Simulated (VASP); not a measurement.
The input files of a VASP run:

POSCAR:
```
SrO
1
    3.4966581027     0.0000000318    -0.0000000000
   -1.7483285005     3.0281943673    -0.0000000000
   -0.0000000000    -0.0000000000     3.1788535274
Sr O
1 1
Direct
  1.0000000000   1.0000000000   0.0000000000
  0.6666670000   0.3333330000   0.5000000000
```

**KPOINTS**
```
Regular mesh
0
G
  8 8 8
0 0 0
```

### INCAR
```
SYSTEM = SrO
PREC = Accurate
ENCUT = 600
EDIFF = 1E-7
NELM = 100
ALGO = Normal
LREAL = .FALSE.
LASPH = .TRUE.
ISMEAR = 0
SIGMA = 0.05
METAGGA = R2SCAN
LMIXTAU = .TRUE.
LMAXMIX = 4
LWAVE = .FALSE.
LCHARG = .FALSE.
ISIF = 3
IBRION = 2
NSW = 40
EDIFFG = -0.01
PSTRESS = 10
```

POTCAR, in this order: Sr_sv O (PBE.64 set). Program: vasp_std.

Question: Write an equivalent input for Ansatz.

Answer: One equivalent input (not run):
Ansatz 0.2 input:
```yaml
crystal:
  lattice:
    - [3.4966581, 0.0000000, 0.0000000]
    - [-1.7483285, 3.0281944, 0.0000000]
    - [0.0000000, 0.0000000, 3.1788535]
  atoms:
    - { symbol: Sr, position: [1.0000000, 1.0000000, 0.0000000] }
    - { symbol: O, position: [0.6666670, 0.3333330, 0.5000000] }
kpoints:
  mp_grid: { grid: [8, 8, 8] }
hamiltonian:
  xc: r2scan
  pseudopotentials: { kind: paw }
scf:
  occupations: { method: gaussian, width: 0.05 }
  max_iter: 100
relax:
  max_steps: 40
  f_tol: 0.01
  cell: { p_target: 1 }
output: { forces: true, stress: true, eigenvalues: true }
```
The two are equivalent in intent, not identical: each code has its own PAW files, so the cut-off isn't converted (ENCUT is set for VASP's; basis.ecutwfc is left out, and Ansatz then takes the one that its files recommend); Ansatz stops its SCF on the density residual and VASP on the energy change (EDIFF).

The structure was generated: SrO was put into the WC type (P-6m2), which need not be its known phase. It was relaxed first under an external pressure of 1 GPa.
